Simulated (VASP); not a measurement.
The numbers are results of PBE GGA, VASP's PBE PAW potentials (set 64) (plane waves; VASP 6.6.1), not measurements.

The input files of a VASP run:

### KPOINTS
```
K-points
0
Gamma
 6 6 6
```

**INCAR**
```
# general
SYSTEM  = InSb
PREC    = Accurate
ENCUT   = 400
LREAL   = .FALSE.
LASPH   = .TRUE.
NELECT  = 18.02

# electronic loop
EDIFF   = 1E-6
NELM    = 100
ALGO    = Normal
LMAXMIX = 4

# smearing
ISMEAR  = 0
SIGMA   = 0.05

# functional
GGA     = PE

# ions
ISIF    = 2

# output
LWAVE   = .FALSE.
LCHARG  = .FALSE.
```

**POSCAR**
```
InSb
1
    0.0000000000     3.2400000000     3.2400000000
    3.2400000000     0.0000000000     3.2400000000
    3.2400000000     3.2400000000     0.0000000000
In Sb
1 1
Direct
  0.0000000000   0.0000000000   0.0000000000
  0.2500000000   0.2500000000   0.2500000000
```

POTCAR, in this order: In_d Sb (PBE.64 set). Program: vasp_std.

Output of the run:

### OSZICAR
```
       N       E                     dE             d eps       ncg     rms          rms(c)
DAV:   1     0.102507596537E+03    0.10251E+03   -0.70694E+03   416   0.112E+03
DAV:   2     0.113137648182E+00   -0.10239E+03   -0.10044E+03   441   0.292E+02
DAV:   3    -0.671157625293E+01   -0.68247E+01   -0.66287E+01   536   0.812E+01
DAV:   4    -0.689019586024E+01   -0.17862E+00   -0.17856E+00   536   0.161E+01
DAV:   5    -0.689500040867E+01   -0.48045E-02   -0.48045E-02   561   0.205E+00    0.420E+00
DAV:   6    -0.679023936385E+01    0.10476E+00   -0.18504E-01   554   0.734E+00    0.245E+00
DAV:   7    -0.677552152179E+01    0.14718E-01   -0.81577E-02   560   0.307E+00    0.656E-01
DAV:   8    -0.677655916833E+01   -0.10376E-02   -0.85253E-03   553   0.127E+00    0.280E-01
DAV:   9    -0.677718947806E+01   -0.63031E-03   -0.92964E-04   466   0.312E-01    0.797E-02
DAV:  10    -0.677727298321E+01   -0.83505E-04   -0.64477E-05   519   0.576E-02    0.342E-02
DAV:  11    -0.677731567414E+01   -0.42691E-04   -0.72188E-05   446   0.634E-02    0.186E-02
DAV:  12    -0.677731668705E+01   -0.10129E-05   -0.94361E-07   354   0.814E-03    0.467E-03
DAV:  13    -0.677731699073E+01   -0.30368E-06   -0.20903E-06   420   0.870E-03
   1 F= -.67773170E+01 E0= -.67770929E+01  d E =-.448235E-03
```

**OUTCAR**
```
------------------------ aborting loop because EDIFF is reached ----------------------------------------
  FORCE on cell =-STRESS in cart. coord.  units (eV):
  Direction    XX          YY          ZZ          XY          YZ          ZX
  --------------------------------------------------------------------------------------
  Total        1.5622608      1.5622608      1.5622608      0.0000000     -0.0000000     -0.0000000
  in kB       36.7958712     36.7958712     36.7958712      0.0000000     -0.0000000     -0.0000000
  external PRESSURE =      36.7958712 kB  Pullay stress =       0.0000000 kB
  volume of cell :       68.02
      direct lattice vectors                 reciprocal lattice vectors
     0.000000000  3.240000000  3.240000000    -0.154320988  0.154320988  0.154320988
     3.240000000  0.000000000  3.240000000     0.154320988 -0.154320988  0.154320988
     3.240000000  3.240000000  0.000000000     0.154320988  0.154320988 -0.154320988
  FREE ENERGIE OF THE ION-ELECTRON SYSTEM (eV)
  ---------------------------------------------------
  free  energy   TOTEN  =        -6.7773169907 eV

  energy  without entropy=       -6.7768687562  energy(sigma->0) =       -6.77709287
```
(Selected blocks of OUTCAR.)

The cell is charged, with a uniform compensating background.

The compound is InSb in the zinc blende structure. The cell was not relaxed at this level. The run is one of a series of settings (NELECT = 18.02 against the base run), some of them coarse on purpose.
